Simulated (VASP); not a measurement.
Data:

```
Cd3ZnS4
1.0
    5.70557     0.00000     0.00000
    0.00000     5.70557     0.00000
    0.00000     0.00000     5.70557
Zn Cd S
1 3 4
Direct
  0.00000   0.00000   0.00000
  0.00000   0.50000   0.50000
  0.50000   0.00000   0.50000
  0.50000   0.50000   0.00000
  0.76349   0.76349   0.23651
  0.76349   0.23651   0.76349
  0.23651   0.23651   0.23651
  0.23651   0.76349   0.76349
```

Calculation: PBEsol GGA, VASP's PBE PAW potentials (set 64) (plane waves; VASP). Run with 400 eV cut-off, Gaussian smearing of 0.050 eV, potentials Zn Cd S.

Question: Give the energies of bands 27 to 40 at the high-symmetry points, in eV from the valence-band maximum.

Answer: 
```tsv
band	Γ	X	M	R
27	-3.97	-2.59	-3.56	-4.65
28	-2.09	-2.50	-3.56	-4.65
29	-2.09	-2.50	-2.33	-0.96
30	-2.09	-2.42	-2.33	-0.96
31	-1.93	-2.40	-2.18	-0.96
32	-1.93	-2.21	-1.94	-0.75
33	-1.93	-1.20	-0.91	-0.75
34	0.00	-1.20	-0.91	-0.75
35	0.00	-0.93	-0.90	-0.59
36	0.00	-0.93	-0.51	-0.59
37	1.21	3.65	3.93	2.80
38	3.39	3.66	4.46	2.99
39	3.39	4.64	4.46	2.99
40	3.39	4.70	4.53	2.99
```

The gap is direct, 1.21 eV, from the valence maximum at Γ to the conduction minimum at Γ.

The structure comes from a computed database's ZnCd3S4 entry (P-43m); how it stands against other phases isn't given here. It was relaxed first.
